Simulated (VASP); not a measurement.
Input:

```
CELL_PARAMETERS angstrom
      0.00000     2.72255     2.72255
      2.72255     0.00000     2.72255
      2.72255     2.72255     0.00000
ATOMIC_POSITIONS crystal
  Ga 0.00000 0.00000 0.00000
  P  0.25000 0.25000 0.25000
```

Calculation: r2SCAN meta-GGA with spin-orbit coupling, VASP's PBE PAW potentials (set 64) (plane waves; VASP). Numerical set-up: 400 eV cut-off, 8×8×8 Γ-centred mesh, Gaussian smearing of 0.050 eV, potentials Ga_d P.

Question: Estimate the energy per atom (σ→0), band gap (over mesh and band path) with the smallest direct gap where there is one.

Answer: 
```yaml
band gap (over mesh and band path): 1.82 eV
smallest direct gap (over mesh and band path): 2.34 eV
energy per atom (σ→0): -10.733 eV/atom
```

Only differences to runs with the same potentials and settings are physical.

The compound is GaP in the zinc blende structure. It was relaxed first.
